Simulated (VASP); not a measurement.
The system is CsPbCl3.

```
Cs Pb Cl
1.0
     5.60500    0.00000    0.00000
     0.00000    5.60500    0.00000
     0.00000    0.00000    5.60500
Cs Pb Cl
1 1 3
Direct
  0.00000 0.00000 0.00000
  0.50000 0.50000 0.50000
  0.50000 0.50000 0.00000
  0.00000 0.50000 0.50000
  0.50000 0.00000 0.50000
```

| Item | Value |
| --- | --- |
| Program | VASP 6.6.1 |
| Task | relaxation of cell and atoms |
| Functional | PBE |
| Potentials or basis | VASP PAW PBE potentials, release 64 (Cs_sv, Pb, Cl) |
| Cutoff | 300 eV |
| k mesh | 3 × 3 × 3 |
| Occupations | gaussian, width 0.03 eV |
| Spin | no spin polarisation |

At the start: pressure 1.1 GPa; volume 35.22 Å³/atom.

**Question.** Where does the relaxation end?

**Answer.** Over 3 steps the energy falls by 4.9 meV/atom and the volume is 36.66 Å³/atom (+4.1 %); space group Pm-3m (No. 221, to 0.05 Å).

The path:
| step | energy change (eV) | largest force (eV/Å) | pressure (GPa) | volume (Å³) |
| --- | --- | --- | --- | --- |
| 1 | 0.0000 | 0.0000 | 1.13 | 176.09 |
| 2 | -0.0241 | 0.0000 | 0.11 | 182.50 |
| 3 | -0.0244 | 0.0000 | -0.01 | 183.29 |

Final structure:
```xyz
5
Lattice="5.6804 0.0000 0.0000 0.0000 5.6804 0.0000 0.0000 0.0000 5.6804" Properties=species:S:1:pos:R:3 pbc="T T T"
Cs    0.0000    0.0000    0.0000
Pb    2.8402    2.8402    2.8402
Cl    2.8402    2.8402    0.0000
Cl    0.0000    2.8402    2.8402
Cl    2.8402    0.0000    2.8402
```

Caveat: the cutoff is under 1.25 times the usual one of these potentials, so pressure, stress and relaxed cells hold a basis-set (Pulay) error.
